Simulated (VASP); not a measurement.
GeSe7:

```
Ge Se
1.0
     0.00000    5.24953    5.24953
     5.24953    0.00000    5.24953
     5.24953    5.24953    0.00000
Ge Se
1 7
Direct
  0.00000 0.00000 0.00000
  0.50000 0.50000 0.50000
  0.00000 0.00000 0.50000
  0.50000 0.00000 0.50000
  0.00000 0.50000 0.50000
  0.50000 0.50000 0.00000
  0.00000 0.50000 0.00000
  0.50000 0.00000 0.00000
```

The cell was built by a generator and needn't be a form met in nature.

The cell isn't the ideal one: species swapped into the Mg7Sc type (Fm-3m, No. 225).

- Program: VASP 6.6.1
- Task: relaxation of cell and atoms
- Functional: PBE
- Potentials or basis: VASP PAW PBE potentials, release 64 (Ge_d, Se)
- Cutoff: 600 eV
- k mesh: 4 × 4 × 4
- Occupations: gaussian, width 0.1 eV
- Spin: no spin polarisation

At the start: pressure -9.5 GPa; volume 36.17 Å³/atom.

Where does the relaxation end?

Over 5 steps the energy falls by 809.6 meV/atom and the volume is 20.66 Å³/atom (-42.9 %); space group Fm-3m (No. 225, to 0.05 Å).

The path:
```tsv
step	energy change (eV)	largest force (eV/Å)	pressure (GPa)	volume (Å³)
1	0.0000	0.0000	-9.55	289.33
2	-5.0024	0.0000	-8.84	208.14
3	-6.4314	0.0000	-2.22	171.42
4	-6.4681	0.0000	1.06	162.59
5	-6.4764	0.0000	-0.06	165.30
```

Final structure:
```yaml
crystal:
  lattice:
    - [0.00000, 4.35596, 4.35596]
    - [4.35596, 0.00000, 4.35596]
    - [4.35596, 4.35596, 0.00000]
  atoms:
    - { symbol: Ge, position: [0.00000, 0.00000, 0.00000] }
    - { symbol: Se, position: [0.50000, 0.50000, 0.50000] }
    - { symbol: Se, position: [0.00000, 0.00000, 0.50000] }
    - { symbol: Se, position: [0.50000, 0.00000, 0.50000] }
    - { symbol: Se, position: [0.00000, 0.50000, 0.50000] }
    - { symbol: Se, position: [0.50000, 0.50000, 0.00000] }
    - { symbol: Se, position: [0.00000, 0.50000, 0.00000] }
    - { symbol: Se, position: [0.50000, 0.00000, 0.00000] }
```

Caveat: the volume moved by over 15 % at a fixed basis, so the end points are rough.
